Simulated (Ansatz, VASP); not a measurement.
# Cross-check of TiSn between VASP and Ansatz, part 2 of 2

Wanted: the spread between two codes on one cell, functional and k mesh. The cell is generated by rule, not measured, and may not be a known phase. The cell is taken from a series of runs on this material, whose earlier steps may have relaxed, scaled, displaced or heated it; both programs get it as it stands.

VASP 6.6.1 and Ansatz 0.2.0.

So far: Starting point; VASP: zone-centre phonons, PBEsol.

**2. VASP: zone-centre phonons, PBEsol (continued)**

Level of this step: PBEsol; plane waves and PAW (Ti_sv, Sn_d); invented cell (VASP).

Numbers of over 12 decimals in the logs are rounded to 6 here.

OUTCAR, selected parts (step 2):

```text
ion  position               nearest neighbor table
   1  0.000  0.000  0.000-   3 2.78   4 2.78   4 2.78   3 2.78   4 2.78   3 2.78
   2  0.000  0.000  0.500-   3 2.78   4 2.78   4 2.78   3 2.78   4 2.78   3 2.78
   3  0.333  0.667  0.250-   1 2.78   2 2.78   1 2.78   2 2.78   1 2.78   2 2.78
   4  0.667  0.333  0.750-   1 2.78   2 2.78   1 2.78   2 2.78   1 2.78   2 2.78

  LATTYP: Found a hexagonal cell.
 ALAT       =     3.8261429115
 C/A-ratio  =     1.7686198676

 Subroutine GETGRP returns: Found 24 space group operations
 (whereof 12 operations were pure point group operations)

The static configuration has the point symmetry D_3d.
 The point group associated with its full space group is D_6h.

 Found     76 irreducible k-points:

   k-points           NKPTS =     76   k-points in BZ     NKDIM =     76   number of bands    NBANDS=     32

   dimension x,y,z NGX =    28 NGY =   28 NGZ =   50
   dimension x,y,z NGXF=    56 NGYF=   56 NGZF=  100

   ENCUT  =  500.0 eV  36.75 Ry    6.06 a.u.   6.98  6.98 12.34*2*pi/ulx,y,z

   NELECT =      52.0000    total number of electrons

 k-points in reciprocal lattice and weights: Automatic mesh
   0.00000000  0.00000000  0.00000000       0.001
   0.08333333 -0.00000000  0.00000000       0.007
   0.16666667 -0.00000000  0.00000000       0.007
   0.25000000  0.00000000  0.00000000       0.007
   0.33333333  0.00000000  0.00000000       0.007
   0.41666667  0.00000000  0.00000000       0.007
   0.50000000  0.00000000  0.00000000       0.003
   0.08333333  0.08333333  0.00000000       0.007
   0.16666667  0.08333333  0.00000000       0.014
[...]
0.33333333  0.25000000  0.50000000       0.014
   0.33333333  0.33333333  0.50000000       0.002

 average (electrostatic) potential at core
       1 -72.8017       2 -72.8017       3 -97.7843       4 -97.7843

  Total       -0.0079306     -0.0079306     -0.0019945      0.0000000     -0.0000000     -0.0000000
  in kB       -0.1481048     -0.1481048     -0.0372476      0.0000000     -0.0000000     -0.0000000
  external PRESSURE =      -0.1111524 kB  Pullay stress =       0.0000000 kB

  energy-cutoff  :      500.00
  volume of cell :       85.79
      direct lattice vectors                 reciprocal lattice vectors
     3.826142911  0.000000000  0.000000000     0.261359814  0.150896159  0.000000000
    -1.913071456  3.313536960  0.000000000     0.000000000  0.301792318  0.000000000
     0.000000000  0.000000000  6.766992370     0.000000000  0.000000000  0.147776138

 POSITION                                       TOTAL-FORCE (eV/Angst)
 -----------------------------------------------------------------------------------
      0.00000      0.00000      0.00000        -0.000000      0.000000      0.000000
      0.00000      0.00000      3.38350        -0.000000      0.000000      0.000000
     -0.00000      2.20902      1.69175         0.000000     -0.000000     -0.000000
      1.91307      1.10451      5.07524        -0.000000      0.000000      0.000000
 -----------------------------------------------------------------------------------
    total drift:                                0.000000     -0.000000      0.000000

 Eigenvectors and eigenvalues of the dynamical matrix
 ----------------------------------------------------

   1 f  =    8.175731 THz    51.369635 2PiTHz  272.713043 cm-1    33.812093 meV
             X         Y         Z           dx          dy          dz
      0.000000  0.000000  0.000000    -0.000000   -0.000000   -0.597996
      0.000000  0.000000  3.383496    -0.000000   -0.000000   -0.597996
     -0.000000  2.209025  1.691748     0.000000    0.000000    0.377360
      1.913071  1.104512  5.075244     0.000000   -0.000000    0.377360

   2 f  =    6.918508 THz    43.470269 2PiTHz  230.776592 cm-1    28.612638 meV
             X         Y         Z           dx          dy          dz
      0.000000  0.000000  0.000000    -0.000000   -0.000000   -0.707107
      0.000000  0.000000  3.383496     0.000000   -0.000000    0.707107
     -0.000000  2.209025  1.691748    -0.000000    0.000000    0.000000
      1.913071  1.104512  5.075244     0.000000    0.000000    0.000000

   3 f  =    6.369135 THz    40.018453 2PiTHz  212.451465 cm-1    26.340613 meV
             X         Y         Z           dx          dy          dz
      0.000000  0.000000  0.000000    -0.289681    0.522613   -0.000000
      0.000000  0.000000  3.383496    -0.289681    0.522613    0.000000
     -0.000000  2.209025  1.691748     0.183303   -0.330697    0.000000
      1.913071  1.104512  5.075244     0.183303   -0.330697   -0.000000

   4 f  =    6.369135 THz    40.018453 2PiTHz  212.451465 cm-1    26.340613 meV
             X         Y         Z           dx          dy          dz
      0.000000  0.000000  0.000000     0.522613    0.289681   -0.000000
      0.000000  0.000000  3.383496     0.522613    0.289681    0.000000
     -0.000000  2.209025  1.691748    -0.330697   -0.183303   -0.000000
      1.913071  1.104512  5.075244    -0.330697   -0.183303    0.000000

   5 f  =    6.179567 THz    38.827366 2PiTHz  206.128177 cm-1    25.556625 meV
             X         Y         Z           dx          dy          dz
      0.000000  0.000000  0.000000    -0.342801    0.618456    0.000000
      0.000000  0.000000  3.383496     0.342801   -0.618456   -0.000000
     -0.000000  2.209025  1.691748    -0.000000    0.000000   -0.000000
      1.913071  1.104512  5.075244     0.000000    0.000000   -0.000000

   6 f  =    6.179567 THz    38.827366 2PiTHz  206.128177 cm-1    25.556625 meV
             X         Y         Z           dx          dy          dz
      0.000000  0.000000  0.000000     0.618456    0.342801   -0.000000
      0.000000  0.000000  3.383496    -0.618456   -0.342801    0.000000
     -0.000000  2.209025  1.691748     0.000000   -0.000000   -0.000000
      1.913071  1.104512  5.075244     0.000000    0.000000   -0.000000

   7 f  =    4.719558 THz    29.653857 2PiTHz  157.427507 cm-1    19.518514 meV
             X         Y         Z           dx          dy          dz
      0.000000  0.000000  0.000000     0.000000    0.000000    0.000000
      0.000000  0.000000  3.383496     0.000000    0.000000    0.000000
     -0.000000  2.209025  1.691748    -0.000000   -0.000000    0.707107
      1.913071  1.104512  5.075244     0.000000    0.000000   -0.707107

   8 f  =    3.553527 THz    22.327471 2PiTHz  118.532916 cm-1    14.696202 meV
             X         Y         Z           dx          dy          dz
      0.000000  0.000000  0.000000     0.000000   -0.000000    0.000000
      0.000000  0.000000  3.383496    -0.000000    0.000000    0.000000
     -0.000000  2.209025  1.691748    -0.342814    0.618449   -0.000000
      1.913071  1.104512  5.075244     0.342814   -0.618449    0.000000

   9 f  =    3.553527 THz    22.327471 2PiTHz  118.532916 cm-1    14.696202 meV
             X         Y         Z           dx          dy          dz
      0.000000  0.000000  0.000000    -0.000000    0.000000   -0.000000
      0.000000  0.000000  3.383496    -0.000000    0.000000    0.000000
     -0.000000  2.209025  1.691748     0.618449    0.342814    0.000000
      1.913071  1.104512  5.075244    -0.618449   -0.342814   -0.000000

  10 f/i=    0.010498 THz     0.065959 2PiTHz    0.350163 cm-1     0.043415 meV
             X         Y         Z           dx          dy          dz
      0.000000  0.000000  0.000000     0.369100    0.082011    0.000000
      0.000000  0.000000  3.383496     0.369100    0.082011    0.000000
     -0.000000  2.209025  1.691748     0.583303    0.129604    0.000000
      1.913071  1.104512  5.075244     0.583303    0.129604    0.000000

  11 f/i=    0.010498 THz     0.065959 2PiTHz    0.350163 cm-1     0.043415 meV
             X         Y         Z           dx          dy          dz
      0.000000  0.000000  0.000000     0.082011   -0.369100   -0.000000
      0.000000  0.000000  3.383496     0.082011   -0.369100   -0.000000
     -0.000000  2.209025  1.691748     0.129604   -0.583303   -0.000000
      1.913071  1.104512  5.075244     0.129604   -0.583303   -0.000000

  12 f/i=    0.023618 THz     0.148395 2PiTHz    0.787806 cm-1     0.097676 meV
             X         Y         Z           dx          dy          dz
      0.000000  0.000000  0.000000     0.000000    0.000000   -0.377360
      0.000000  0.000000  3.383496     0.000000    0.000000   -0.377360
     -0.000000  2.209025  1.691748     0.000000    0.000000   -0.597996
      1.913071  1.104512  5.075244     0.000000    0.000000   -0.597996

 ELASTIC MODULI CONTR FROM IONIC RELAXATION (kBar)
 Direction    XX          YY          ZZ          XY          YZ          ZX
 --------------------------------------------------------------------------------
 XX        -197.6864    197.6864     -0.0000      0.0000     -0.0000      0.0000
 YY         197.6864   -197.6864      0.0000      0.0000      0.0000     -0.0000
 ZZ          -0.0000      0.0000     -0.0000     -0.0000      0.0000     -0.0000
 XY           0.0000      0.0000     -0.0000   -197.6864     -0.0000      0.0000
 YZ          -0.0000      0.0000      0.0000     -0.0000     -0.0000      0.0000
 ZX           0.0000     -0.0000     -0.0000      0.0000      0.0000     -0.0000
 --------------------------------------------------------------------------------
```

**3. Ansatz: zone-centre phonons, PBEsol**

Ansatz runs on its default PAW (the set named soft_2) files.

The same cell, functional, mesh and smearing now go to Ansatz, which takes its cutoff from its data sets.

input.yaml

```yaml
crystal:
  lattice:
    - [3.8261429115, 0.0, 0.0]
    - [-1.9130714558, 3.3135369599, 0.0]
    - [0.0, 0.0, 6.7669923696]
  atoms:
    - { symbol: Ti, position: [0.0, 0.0, 0.0] }
    - { symbol: Ti, position: [0.0, 0.0, 0.5] }
    - { symbol: Sn, position: [0.3333333333, 0.6666666667, 0.25] }
    - { symbol: Sn, position: [0.6666666667, 0.3333333333, 0.75] }
kpoints:
  mp_grid: { grid: [12, 12, 6] }
hamiltonian:
  xc: pbesol
scf:
  occupations: { method: methfessel_paxton, width: 0.15 }
output:
  eigenvalues: true
phonons:
  method: dfpt
  qmesh: [2, 2, 1]
  temperatures: { t_max: 1000, t_step: 50 }
  qpath:
    path:
      - [[0.0, 0.0, 0.0], [0.5, 0.0, 0.0], [0.33333333, 0.33333333, 0.0], [0.0, 0.0, 0.0], [0.0, 0.0, 0.5], [0.5, 0.0, 0.5], [0.33333333, 0.33333333, 0.5], [0.0, 0.0, 0.5]]
      - [[0.5, 0.0, 0.5], [0.5, 0.0, 0.0]]
      - [[0.33333333, 0.33333333, 0.5], [0.33333333, 0.33333333, 0.0]]
    npoints: 10
```

Started as:

```
ansatz run input.yaml --threads 4 --pin off --max-ram 7168MiB --backend cpu --events-out ev --progress --plain --runs-dir out
```

The log of the run:

```text
Engine: ansatz 0.2.0, x86_64-unknown-linux-gnu
Pseudopotentials: kind: paw
Pseudopotential: Ti, paw, valence charge 12, recommended cutoff 420 eV (normal), Ti.paw.azcp
Pseudopotential: Sn, paw, valence charge 14, recommended cutoff 420 eV (normal), Sn.paw.azcp
Functional definition: PBEsol
  exchange = pbesol_x
  correlation = pbesol_c
Crystal: 4 atoms, lattice volume = 85.792 Å³
Basis set: ecut = 420 eV, 1643 PW (Γ), exchange–correlation on 54×54×96 points (8 copies of the dense FFT grid, shifted against one another)
Bands: 32, of which v1, the nominal top of the filled ones, is band 26 counted from 1 (25 counted from 0)
Symmetry: 24 space group operations
k-points: 76 of 864
Non-local potential: Ti, projectors of the file, l = 0: 3, l = 1: 2, l = 2: 3, l = 3: 1
Non-local potential: Sn, projectors of the file, l = 0: 2, l = 1: 2, l = 2: 2, l = 3: 2
PAW form: soft (Blöchl's): semilocal exchange-correlation on the pseudo side does not see the compensation charge
PAW frozen core: Ti, regenerated for the run's functional, and the local potential with it (the file was generated under x = pbe(κ = 0.804, μ = 0.219515), c = pbe(β = 0.066725))
PAW frozen core: Sn, regenerated for the run's functional, and the local potential with it (the file was generated under x = pbe(κ = 0.804, μ = 0.219515), c = pbe(β = 0.066725))
PAW one-centre angular grid: Ti, 590 points (default); XC on 64 Gauss nodes
PAW one-centre angular grid: Sn, 590 points (default); XC on 64 Gauss nodes
Initial density: superposition of atomic densities (neutral atoms: chi_scale 0, normalization atom), corrected by the library's trained network
Initial wavefunctions: pseudopotential atomic-orbital guess
Functional: x = pbesol(κ = 0.804, μ = 0.123457), c = pbesol(β = 0.046)
SCF iter   1: F=—  HF=-16847.911211 eV  |F-HF|=—  |Δ(HF+E_count)|=         —  Δρ=9.17e-3  dr2=8.67e-2  ethr=1.77e-3  ⟨swp⟩=5.9  Hψ=10351  notcnv=0
preconditioner: auto → Kerker (q_TF=auto, 2.510 Å⁻¹)  [metal: Δε(μ)=0.012 eV  Ē_g=14.128 eV  σ=0.150 eV  W_gap=0.07  n_scr=22 (ndim 8)  ℏωp=24.1 eV  f_vac=0.000  D(μ)=2.42/eV (n_scr^D=22)]
SCF iter   2: F=—  HF=-16847.895504 eV  |F-HF|=—  |Δ(HF+E_count)|=   1.57e-2  S|Δr|=    0.00e0  Δρ=3.36e-3  dr2=1.24e-2  ethr=1.67e-4  ⟨swp⟩=2.0  Hψ=3505  notcnv=0  defer=3
SCF iter   3: F=—  HF=-16847.892932 eV  |F-HF|=—  |Δ(HF+E_count)|=   2.57e-3  S|Δr|=    0.00e0  Δρ=1.20e-3  dr2=2.12e-3  ethr=2.38e-5  ⟨swp⟩=2.0  Hψ=2839  notcnv=0  defer=3
SCF iter   4: F=—  HF=-16847.892295 eV  |F-HF|=—  |Δ(HF+E_count)|=   6.37e-4  S|Δr|=    0.00e0  Δρ=2.69e-4  dr2=1.07e-4  ethr=4.07e-6  ⟨swp⟩=2.0  Hψ=3039  notcnv=0  defer=3
SCF iter   5: F=—  HF=-16847.892264 eV  |F-HF|=—  |Δ(HF+E_count)|=   3.19e-5  S|Δr|=    0.00e0  Δρ=8.59e-5  dr2=6.39e-6  ethr=2.07e-7  ⟨swp⟩=2.0  Hψ=3042  notcnv=0  defer=3
SCF iter   6: F=—  HF=-16847.892269 eV  |F-HF|=—  |Δ(HF+E_count)|=   5.05e-6  S|Δr|=    0.00e0  Δρ=2.36e-5  dr2=3.45e-7  ethr=1.23e-8  ⟨swp⟩=2.0  Hψ=3812  notcnv=0  defer=3
SCF iter   7: F=—  HF=-16847.892269 eV  |F-HF|=—  |Δ(HF+E_count)|=   4.95e-8  S|Δr|=    0.00e0  Δρ=5.08e-6  dr2=2.37e-8  ethr=6.63e-10  ⟨swp⟩=2.0  Hψ=3595  notcnv=0  defer=3
SCF iter   8: F=—  HF=-16847.892269 eV  |F-HF|=—  |Δ(HF+E_count)|=  4.84e-10  S|Δr|=    0.00e0  Δρ=9.49e-7  dr2=1.27e-9  ethr=4.55e-11  ⟨swp⟩=2.0  Hψ=2847  notcnv=0  defer=3
SCF iter   9: F=—  HF=-16847.892269 eV  |F-HF|=—  |Δ(HF+E_count)|=  2.00e-10  S|Δr|=    0.00e0  Δρ=2.62e-7  dr2=8.91e-11  ethr=2.44e-12  ⟨swp⟩=2.0  Hψ=2919  notcnv=0  defer=3
SCF iter  10: F=-16847.892269 eV  HF=-16847.892269 eV  |F-HF|=1.09e-11  |Δ(HF+E_count)|=  1.46e-11  S|Δr|=    0.00e0  Δρ=7.83e-8  dr2=4.21e-12  ethr=1.00e-12  ⟨swp⟩=6.2  Hψ=10036  notcnv=0
the search or the solves at the SCF's close seem to have found levels that the self-consistency loop had missed (the run counts 1). By its estimate they hold under 1e-12 electrons; where the run keeps them, the occupations were computed again with them
SCF 1 converged in 10 iterations: F = -16847.892269 eV  dr2 = 4.21e-12
  greatest PAW one-centre occupation: 0.999 electrons in one spin orbital (limit 2), on the Ti atom at site 0 (counted from 0), in its partial waves of l = 0
phonons: the bands overlap, so this run is a metal and interpolates without the dipole-dipole term. If the crystal is really an insulator or semiconductor, its LO-TO splitting is missing
NSCF: frozen V_eff on 76 k-points
NSCF: frozen V_eff on 242 k-points
DFPT response loops at q = (0, 0, 0) (fractional): preconditioner auto → Kerker (q_TF=auto, 2.510 Å⁻¹) (partly filled bands, converged f_vac=0.000); β = 1.00, the filter's whole step (`scf.mixing.beta` (0.50) is not read by the response loops under this deck's `scf.mixing.preconditioner`; to damp them name `kerker` or `kerker_dos`, under which they read `scf.mixing.beta`, and type it under 1.00, their step now; both keys bind the ground state too); Broyden in place of MSR1
NSCF: frozen V_eff on 484 k-points
DFPT response loops at q = (0, -0.5, 0) (fractional): mixed as the last ones told, above
SCF converged after 10 iterations
Stability not checked: this state was not tested for a lower state beside it, because cold or Methfessel-Paxton smearing, or corrected tetrahedra, fill the levels in a way that the test cannot read (fill_not_monotonic; see scf.lower_state_search)
Free energy (F): -16847.892269 eV
Harris-Foulkes:  -16847.892269 eV  (|F-HF|=1.09e-11)
Internal energy: -16847.895272 eV  (E = F + TS)
E sigma→0 (E₀):  -16847.893020 eV
Entropy (-TS):   0.003004 eV (0.751 meV/atom)
Fermi energy:    11.917409 eV
Step filling:    the computed levels leave a gap of 0.0000 eV = 0.0 smearing widths at the electron count; against every level under it full and every level over it empty, smearing changes F+E_penalty+E_count by +0.547 meV and its σ→0 estimate by -0.204 meV
--- Per-component energies (eV) ---
  E_band       = -470.567584
  E_kinetic    = 921.799719
  E_local      = -3388.149133  (includes V_loc(G=0)·N_el)
  E_nonlocal   = -39.862062
  E_hartree    = 1764.610808
  E_xc         = -952.548080
  E_vxc        = -438.068951  (∫ρ·V_xc dr)
  E_paw        = -10178.396129  (= ΣΔE_a)
  E_vpaw       = -1055.508935  (= ΣTr[D̂ρ^β])
  E_aug_tail   = 0.000221  (compensation charges beyond the density's cutoff)
  E_ewald      = -4976.199064
  E_core_change = 0.848448  (= ΣΔE_core)
  E_smearing   = 0.003004  (= −TS)
  E_closure    = -0.000000  (closes the sum)
  Σ components = -16847.892269   (vs F -16847.892269, Δ=0.00e0)
--- Band table (eV; the first three rows and the last of 76) ---
  k-point 0: bands = [... 22 lower, 10.8324, 11.1985, 12.2985, 12.2985, 12.3169, 12.3169, 13.1947, 13.1947, ... 2 higher]
  k-point 1: bands = [... 22 lower, 10.9078, 11.0996, 12.1721, 12.1721, 12.3569, 12.3569, 13.0807, 13.0807, ... 2 higher]
  k-point 2: bands = [... 22 lower, 11.1260, 11.1260, 11.8470, 11.8470, 12.4717, 12.4717, 12.8603, 12.8603, ... 2 higher]
  k-point 75: bands = [... 22 lower, 9.3875, 9.3875, 10.6289, 10.6289, 12.3186, 12.3186, 13.1824, 13.1824, ... 2 higher]
--- Phonons (Γ-DFPT): 4 representative perturbations + reference (Σ response iterations 12) ---
  ASR residual: 4.090e-5 → 0.000e0 eV/Å²; symmetrization residual: 1.115e-5 eV/Å²
  ASR residual per site (eV/Å²): 4.07e-5 4.07e-5 4.09e-5 4.09e-5
  Γ frequencies (cm⁻¹): 0.00 0.00 0.00 118.82 118.82 158.30 206.12 206.12 211.93 211.93 225.75 271.98
--- Phonons (arbitrary-q DFPT): 2 irreducible q on the 2×2×1 mesh ---
  q = [0.0000, 0.0000, 0.0000] (star 1, of the zone-centre solve; hermiticity 2.21e-6, symmetrization 8.15e-11): -0.00 0.00 0.00 118.82 118.82 158.30 206.12 206.12 211.93 211.93 225.75 271.98
  q = [0.0000, -0.5000, 0.0000] (star 3, 6 solved perturbations in 1242 linear systems a pass and spin channel, the states on 242 of 864 k-point pairs; hermiticity 1.80e-6, symmetrization 1.36e-10): 49.70 65.58 71.31 127.46 140.50 145.43 183.11 215.24 215.41 227.14 240.91 268.43
  sum rule: each row above includes the acoustic sum rule's correction from the zone centre's row sums; it moved no ω² by more than (0.48 cm⁻¹)²
  mesh force constants: q→R imaginary residual 2.01e-17; ASR residual 4.090e-5 → 0.000e0 eV/Å²; symmetrization residual 8.882e-15 eV/Å²
  interpolated dispersion: 93 rows × 12 modes
  density of states and harmonic sums: on the 20×20×9 q-mesh, interpolated from the force constants of a 2×2×1 supercell (no non-analytic term)
  largest difference from the sums on the solved wave vectors: F 1.54e-1 eV, S 2.19e-4 and C_V 6.46e-5 eV/K
  zero-point energy: 0.119910 eV/cell   skipped modes (ω ≤ 0): 3   left out of the sums: 6.94e-5 of the cell's modes: C_V's classical limit lies that fraction below 3 k_B per atom; for a crystal, a wire or a layer, F and S can be off by more, and a phonons.interpolated_qmesh denser along its periods is the remedy for the sampling
```

**4. Differences**

Known differences besides the potentials themselves: VASP's run holds the zone centre alone; the cutoff is 420 eV in Ansatz and 500 eV in VASP; Ansatz makes its cores anew for this functional, VASP keeps those of its PBE data sets. Total energies have different zeros and are not compared.

Compared:

```csv
quantity,Ansatz,VASP,difference
optical mode 1 to 2 (cm⁻¹),118.8,118.5,+0.24 %
optical mode 3 (cm⁻¹),158.3,157.4,+0.55 %
optical mode 4 to 5 (cm⁻¹),206.1,206.1,+0.00 %
optical mode 6 to 7 (cm⁻¹),211.9,212.5,-0.25 %
optical mode 8 (cm⁻¹),225.8,230.8,-2.18 %
optical mode 9 (cm⁻¹),272.0,272.7,-0.27 %
```

Modes are paired by rising frequency, not by their patterns, so a pair may set unlike modes beside each other; they are those without the splitting of longitudinal modes.

**5. Outcome**

```json
{"r.m.s. difference of the optical zone-centre modes, each program's sorted by frequency (zone-centre phonons, PBEsol)": "1.7 cm⁻¹", "difference in optical mode 8 (zone-centre phonons, PBEsol)": "-2.2 %"}
```

**Reading.** The r.m.s. difference of the optical zone-centre modes, each program's sorted by frequency is 1.7 cm⁻¹ (zone-centre phonons, PBEsol). Among the rows given in per cent, the largest difference of the zone-centre phonons, PBEsol pair is in optical mode 8, -2.2 %. How closely two codes agree says nothing of how well the functional describes the real material.

[Lines on the potential files, build, host, timing and source positions are cut from VASP's logs without a mark.]

[Logs are printed without paths, hosts, clocks, repeated set-up lines and the standing remarks that a program may print on its own settings, such as how far it seeks lower states.]

[Hosts, paths, dates, database ids (printed as entryN), source tags and the programs' standing remarks are cut or masked in the printed files.]
